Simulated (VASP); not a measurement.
Method: revPBE GGA, VASP's PBE PAW potentials (set 64) (plane waves; VASP).

VASP ran on this input.

**INCAR**
```
ALGO = Normal
EDIFF = 1E-7
ENCUT = 520
GGA = RE
ISIF = 2
ISMEAR = -5
LASPH = .TRUE.
LCHARG = .TRUE.
LMAXMIX = 4
LORBIT = 11
LREAL = .FALSE.
LWAVE = .FALSE.
NEDOS = 601
NELM = 100
PREC = Accurate
SYSTEM = Cd
```

**POSCAR**
```
Cd
1
    1.5217725737    -2.6357877297     0.0000000000
    1.5217725737     2.6357877297    -0.0000000000
    0.0000000000    -0.0000000000     6.0400349903
Cd
2
Direct
  0.3333330000   0.6666670000   0.2500000000
  0.6666670000   0.3333330000   0.7500000000
```

### KPOINTS
```
Regular mesh
0
Gamma
 15 15 7
```

POTCAR, in this order: Cd (PBE.64 set). Program: vasp_std.

The run wrote:

### OUTCAR
```
 ion  position               nearest neighbor table
   1  0.333  0.667  0.250-   2 3.49   2 3.49   2 3.49   2 3.49   2 3.49   2 3.49
   2  0.667  0.333  0.750-   1 3.49   1 3.49   1 3.49   1 3.49   1 3.49   1 3.49
  LATTYP: Found a hexagonal cell.
 ALAT       =     3.0435454198
 C/A-ratio  =     1.9845391336
 Subroutine PRICEL returns:
 Original cell was already a primitive cell.
 Subroutine GETGRP returns: Found 24 space group operations
The static configuration has the point symmetry D_3d.
 The point group associated with its full space group is D_6h.
The dynamic configuration has the point symmetry D_3d.
 Subroutine INISYM returns: Found 24 space group operations
 Subroutine IBZKPT returns following result:
 Found    108 irreducible k-points:

 Following reciprocal coordinates:
            Coordinates               Weight
  0.000000  0.000000  0.000000      1.000000
  0.066667  0.000000  0.000000      6.000000
  0.133333 -0.000000  0.000000      6.000000
  0.200000 -0.000000  0.000000      6.000000
  0.266667 -0.000000  0.000000      6.000000
  0.333333 -0.000000  0.000000      6.000000
  0.400000 -0.000000  0.000000      6.000000
...
```

OSZICAR:
```
       N       E                     dE             d eps       ncg     rms          rms(c)
DAV:   1     0.165057501205E+03    0.16506E+03   -0.13245E+04  3456   0.148E+03
DAV:   2     0.264735182564E+01   -0.16241E+03   -0.15918E+03  3568   0.368E+02
DAV:   3    -0.883861905639E+00   -0.35312E+01   -0.35279E+01  4280   0.645E+01
DAV:   4    -0.888112518934E+00   -0.42506E-02   -0.42538E-02  3952   0.202E+00
DAV:   5    -0.888126113776E+00   -0.13595E-04   -0.13608E-04  4312   0.103E-01    0.359E+00
DAV:   6    -0.838290405841E+00    0.49836E-01   -0.18994E-01  3696   0.536E+00    0.293E+00
DAV:   7    -0.842183218852E+00   -0.38928E-02   -0.26252E-02  3952   0.165E+00    0.136E+00
DAV:   8    -0.844534670845E+00   -0.23515E-02   -0.41803E-03  3784   0.834E-01    0.923E-02
DAV:   9    -0.844652810752E+00   -0.11814E-03   -0.75882E-05  4400   0.929E-02    0.389E-02
DAV:  10    -0.844700434161E+00   -0.47623E-04   -0.45701E-05  3832   0.764E-02    0.430E-03
DAV:  11    -0.844700847347E+00   -0.41319E-06   -0.57713E-08  3536   0.240E-03    0.204E-03
DAV:  12    -0.844701348019E+00   -0.50067E-06   -0.83223E-08  2936   0.264E-03    0.291E-04
DAV:  13    -0.844701272744E+00    0.75274E-07   -0.11509E-09  2032   0.413E-04
   1 F= -.84470127E+00 E0= -.84470127E+00  d E =0.000000E+00
```

**OUTCAR**
```
------------------------ aborting loop because EDIFF is reached ----------------------------------------
  FORCE on cell =-STRESS in cart. coord.  units (eV):
  Direction    XX          YY          ZZ          XY          YZ          ZX
  --------------------------------------------------------------------------------------
  Total        0.1130095      0.1130096     -0.1398114      0.0000000      0.0000000      0.0000000
  in kB        3.7367674      3.7367683     -4.6229953      0.0000000      0.0000000      0.0000000
  external PRESSURE =       0.9501801 kB  Pullay stress =       0.0000000 kB
  volume of cell :       48.45
      direct lattice vectors                 reciprocal lattice vectors
     1.521772574 -2.635787730  0.000000000     0.328564208 -0.189696611  0.000000000
     1.521772574  2.635787730  0.000000000     0.328564208  0.189696611  0.000000000
     0.000000000  0.000000000  6.040034990     0.000000000  0.000000000  0.165561955
 POSITION                                       TOTAL-FORCE (eV/Angst)
 -----------------------------------------------------------------------------------
      1.52177      0.87860      1.51001        -0.000000     -0.000000      0.000000
      1.52177     -0.87860      4.53003         0.000000      0.000000      0.000000
 -----------------------------------------------------------------------------------
    total drift:                                0.000013      0.000212      0.000002
  FREE ENERGIE OF THE ION-ELECTRON SYSTEM (eV)
  ---------------------------------------------------
  free  energy   TOTEN  =        -0.8447012727 eV

  energy  without entropy=       -0.8447012727  energy(sigma->0) =       -0.84470127

 total charge

# of ion       s       p       d       tot
------------------------------------------
    1        0.526   0.262   9.491  10.280
    2        0.526   0.262   9.491  10.280
--------------------------------------------------
tot          1.053   0.524  18.982  20.559
```
(Selected blocks of OUTCAR.)

For a metal the tetrahedron method with Blöchl corrections gives inexact stress and forces.

The compound is Cd in the hcp structure. It was relaxed first, which changed the volume by +12 %.
